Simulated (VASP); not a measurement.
Consider the following.

```yaml
crystal:
  lattice:
    - [3.80839, 0.00000, 0.00000]
    - [0.00000, 3.80839, 0.00000]
    - [0.00000, 0.00000, 3.80839]
  atoms:
    - { symbol: Sr, position: [0.00000, 0.00000, 0.00000] }
    - { symbol: V, position: [0.50000, 0.50000, 0.50000] }
    - { symbol: O, position: [0.50000, 0.00000, 0.50000] }
    - { symbol: O, position: [0.00000, 0.50000, 0.50000] }
    - { symbol: O, position: [0.50000, 0.50000, 0.00000] }
```

Calculation: revTPSS meta-GGA, VASP's PBE PAW potentials (set 64) (plane waves; VASP). Run with 520 eV cut-off, 8×8×8 Γ-centred mesh, first-order Methfessel-Paxton smearing of 0.10 eV, potentials Sr_sv V_sv O.

### Question
Give the stress tensor in GPa (positive for a compressed cell).

### Answer

```
6.45  0.00  0.00
0.00  6.45  0.00
0.00  0.00  6.45
```
The pressure is its mean diagonal, 6.45 GPa.

The compound is SrVO3 in the cubic perovskite structure. This cell is one point of a volume scan, at 0.97 of the reference volume. The run is not spin-polarised, so no magnetic state was tried. The electron count is odd and the run is not spin-polarised, which forces a metal.
